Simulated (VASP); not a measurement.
Output of a VASP run:

OSZICAR:
```
...
   2 F= -.11650960E+02 E0= -.11650960E+02  d E =0.221148E-01
       N       E                     dE             d eps       ncg     rms          rms(c)
DAV:   1    -0.223376895753E+02   -0.57828E+01   -0.76145E+01  1470   0.188E+02    0.155E+01
DAV:   2    -0.181707254422E+02    0.41670E+01   -0.12321E+01  1674   0.700E+01    0.719E+00
DAV:   3    -0.177119694174E+02    0.45876E+00   -0.99828E-01  1820   0.246E+01    0.394E+00
DAV:   4    -0.175758840892E+02    0.13609E+00   -0.35788E-01  2090   0.823E+00    0.823E-01
DAV:   5    -0.175694992178E+02    0.63849E-02   -0.46041E-02  1326   0.218E+00    0.462E-01
DAV:   6    -0.175663743089E+02    0.31249E-02   -0.18413E-02  1494   0.110E+00    0.576E-02
DAV:   7    -0.175664216335E+02   -0.47325E-04   -0.80933E-04  1356   0.309E-01    0.429E-02
DAV:   8    -0.175664329342E+02   -0.11301E-04   -0.59968E-05  1596   0.322E-01    0.119E-02
DAV:   9    -0.175664360835E+02   -0.31493E-05   -0.19320E-05  1580   0.106E-01    0.291E-03
DAV:  10    -0.175664364458E+02   -0.36237E-06   -0.29569E-06  1572   0.159E-02    0.206E-03
DAV:  11    -0.175664364388E+02    0.70722E-08   -0.27216E-07  1008   0.741E-03
   3 F= -.12059656E+02 E0= -.12059656E+02  d E =-.386581E+00
       N       E                     dE             d eps       ncg     rms          rms(c)
DAV:   1    -0.175556424783E+02    0.10794E-01   -0.32602E-02  1530   0.371E+00    0.344E-01
DAV:   2    -0.175536606813E+02    0.19818E-02   -0.72454E-03  1568   0.198E+00    0.134E-01
DAV:   3    -0.175534832345E+02    0.17745E-03   -0.17103E-04  1832   0.297E-01    0.716E-02
DAV:   4    -0.175534195787E+02    0.63656E-04   -0.71634E-05  2344   0.160E-01    0.827E-03
DAV:   5    -0.175534203153E+02   -0.73664E-06   -0.18836E-05  1368   0.402E-02    0.611E-03
DAV:   6    -0.175534198085E+02    0.50682E-06   -0.14847E-06  1528   0.985E-03    0.245E-03
DAV:   7    -0.175534196412E+02    0.16726E-06   -0.41118E-08   690   0.516E-03    0.185E-03
DAV:   8    -0.175534193893E+02    0.25196E-06   -0.18905E-07   772   0.387E-03    0.317E-04
DAV:   9    -0.175534193667E+02    0.22554E-07   -0.30775E-08   660   0.242E-03
   4 F= -.12059804E+02 E0= -.12059804E+02  d E =-.386729E+00
       N       E                     dE             d eps       ncg     rms          rms(c)
DAV:   1    -0.175535043005E+02   -0.84911E-04   -0.22164E-02  1320   0.125E+00    0.984E-02
DAV:   2    -0.175534715204E+02    0.32780E-04   -0.94674E-04  1560   0.386E-01    0.580E-02
DAV:   3    -0.175534057947E+02    0.65726E-04   -0.63074E-05  1898   0.144E-01    0.999E-03
DAV:   4    -0.175534065064E+02   -0.71164E-06   -0.22556E-05  1358   0.448E-02    0.352E-03
DAV:   5    -0.175534064532E+02    0.53193E-07   -0.15304E-06  1428   0.139E-02    0.136E-03
DAV:   6    -0.175534064524E+02    0.78762E-09   -0.14162E-07   744   0.680E-03
   5 F= -.12059826E+02 E0= -.12059826E+02  d E =-.218648E-04
       N       E                     dE             d eps       ncg     rms          rms(c)
DAV:   1    -0.175534508874E+02   -0.44434E-04   -0.34032E-03  1320   0.488E-01    0.385E-02
DAV:   2    -0.175534462040E+02    0.46834E-05   -0.14533E-04  1548   0.151E-01    0.227E-02
DAV:   3    -0.175534359810E+02    0.10223E-04   -0.95483E-06  1912   0.559E-02    0.393E-03
DAV:   4    -0.175534360299E+02   -0.48920E-07   -0.34081E-06  1358   0.174E-02    0.136E-03
DAV:   5    -0.175534360225E+02    0.74406E-08   -0.22259E-07   746   0.539E-03
   6 F= -.12059842E+02 E0= -.12059842E+02  d E =-.373688E-04
```

OUTCAR:
```
------------------------ aborting loop because EDIFF is reached ----------------------------------------
  FORCE on cell =-STRESS in cart. coord.  units (eV):
  Direction    XX          YY          ZZ          XY          YZ          ZX
  --------------------------------------------------------------------------------------
  Total        5.5043574      5.5043593      5.5080782      0.0000000      0.0000000      0.0000000
  in kB      200.3918395    200.3919079    200.5272983      0.0000000      0.0000000      0.0000000
  external PRESSURE =       0.4370152 kB  Pullay stress =     200.0000000 kB
  volume of cell :       44.01
      direct lattice vectors                 reciprocal lattice vectors
     1.579269572 -2.735375605 -0.000000000     0.316602060 -0.182790253  0.000000000
     1.579269572  2.735375605 -0.000000000     0.316602060  0.182790253 -0.000000000
     0.000000000  0.000000000  5.093706808     0.000000000  0.000000000  0.196320683
  FREE ENERGIE OF THE ION-ELECTRON SYSTEM (eV)
  ---------------------------------------------------
  free  energy   TOTEN  =       -17.5534360225 eV

  energy  without entropy=      -17.5534360225  energy(sigma->0) =      -17.55343602
  enthalpy is  TOTEN    =       -12.0598416459 eV   P V=        5.4935943766

 reached required accuracy - stopping structural energy minimisation
```
(Selected blocks of OUTCAR.)

File POSCAR:
```
ZnO
1
    1.6429897530    -2.8457421807     0.0000000000
    1.6429897530     2.8457421807    -0.0000000000
   -0.0000000000    -0.0000000000     5.3047318395
Zn O
2 2
Direct
  0.6666670000   0.3333330000   0.5012495157
  0.3333330000   0.6666670000   0.0012495157
  0.6666670000   0.3333330000   0.8807504843
  0.3333330000   0.6666670000   0.3807504843
```

### Question
Write an INCAR and KPOINTS that could have produced this output.

### Answer
This is not unique; one that fits is the input of the run itself, PBE GGA, plane waves, VASP's PBE PAW potentials (set 64).

**INCAR**
```
! general
SYSTEM  = ZnO
PREC    = Accurate
ENCUT   = 600
LREAL   = .FALSE.
LASPH   = .TRUE.

! electronic loop
EDIFF   = 1E-7
NELM    = 100   ! most electronic steps
ALGO    = Normal   ! blocked Davidson
LMAXMIX = 4   ! l cut-off of mixed one-centre charges

! smearing
ISMEAR  = 0   ! Gaussian
SIGMA   = 0.05   ! width (eV)

! functional
GGA     = PE

! ions
IBRION  = 2   ! conjugate gradients
NSW     = 40   ! most ionic steps
ISIF    = 3
EDIFFG  = -0.01
PSTRESS = 200

! output
LWAVE   = .FALSE.
LCHARG  = .FALSE.
```

### KPOINTS
```
Automatic mesh
0
Gamma
8 8 4
0 0 0
```

POTCAR, in this order: Zn O (PBE.64 set). Program: vasp_std.

Energy and stress use the plane-wave basis of the starting cell.

The compound is ZnO in the wurtzite structure. This run relaxes it under an external pressure of 20 GPa. Symmetry was kept, so distortions that lower it aren't found.
